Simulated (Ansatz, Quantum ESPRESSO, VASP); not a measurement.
One structure in several programs: CsZn4P3 (P4/mmm, 8 atoms in the cell)

Self-consistent single point, at a second geometry (lattice scaled by 0.98). First geometry:

```yaml
crystal:
  lattice:
    - [3.95666, 0.00000, 0.00000]
    - [0.00000, 3.95666, 0.00000]
    - [0.00000, 0.00000, 10.18103]
  atoms:
    - { symbol: Cs, position: [0.00000, 0.00000, 0.50000] }
    - { symbol: Zn, position: [0.50000, 0.00000, 0.84844] }
    - { symbol: Zn, position: [0.50000, 0.00000, 0.15156] }
    - { symbol: Zn, position: [0.00000, 0.50000, 0.84844] }
    - { symbol: Zn, position: [0.00000, 0.50000, 0.15156] }
    - { symbol: P, position: [0.50000, 0.50000, 0.72670] }
    - { symbol: P, position: [0.50000, 0.50000, 0.27330] }
    - { symbol: P, position: [0.00000, 0.00000, 0.00000] }
```

Shared settings, as Ansatz (a program for electronic structure) writes them: kpoints.mp_grid.grid = 4 4 2; scf.occupations.method = fermi_dirac; scf.occupations.width = 0.1 eV. Potentials and cutoffs stand in the table.

```csv
code,model,ΔF from the first geometry (meV/atom),pressure (GPa),largest force (eV/Å),cutoff
Ansatz,"LDA (PW92), PAW files made with PBE",26.7,6.36,1.143,420 eV
Quantum ESPRESSO,"LDA (PW92), PseudoDojo standard norm-conserving (LDA) pseudopotentials",25.6,6.21,1.127,85 Ry
VASP,"LDA (PZ), VASP's LDA PAW potentials (set 64)",29.5,6.57,1.172,300 eV
```

Size of the force on each atom (eV/Å): Sizes of forces hide their directions.

```
code                Cs1    Zn2    Zn3    Zn4    Zn5     P6     P7     P8
----------------  -----  -----  -----  -----  -----  -----  -----  -----
Ansatz            0.000  0.337  0.337  0.337  0.337  1.143  1.143  0.000
Quantum ESPRESSO  0.000  0.338  0.338  0.338  0.338  1.127  1.127  0.000
VASP              0.000  0.334  0.334  0.334  0.334  1.172  1.172  0.000
```

No clean gap comes from Ansatz, Quantum ESPRESSO and VASP: levels at the Fermi energy touch, overlap or are partly filled at this smearing.

The spread over the programs that give each value: ΔF from the first geometry within 3.9 meV/atom; pressure within 0.36 GPa; largest force within 0.045 eV/Å.

Ansatz's pressure is given at a fixed set of plane waves, as the other plane-wave codes print theirs; with its correction for the finite basis it is 6.39 GPa. The same LDA comes in different parametrisations, which differ slightly.

The shared mesh is coarse (it stands for a supercell whose shortest vector is 16 Å), so the values are not converged in it.

VASP's run is marked for a possible Pulay error in its stress at this cutoff; no cutoff test was made.

The starting cell comes from a database of computed structures (which also holds hypothetical and non-ambient phases and stackings), without a prior relaxation at this level. Its lattice was rescaled by a random factor within 2.5 % of one. For this run, on top of that: lattice scaled by 0.98.

Left out of this page: ABINIT and FLEUR (with a known weakness of the program); GPAW, CP2K, Elk and SIESTA (not drawn, or without a comparable value).

Keys are those of Ansatz 0.2.
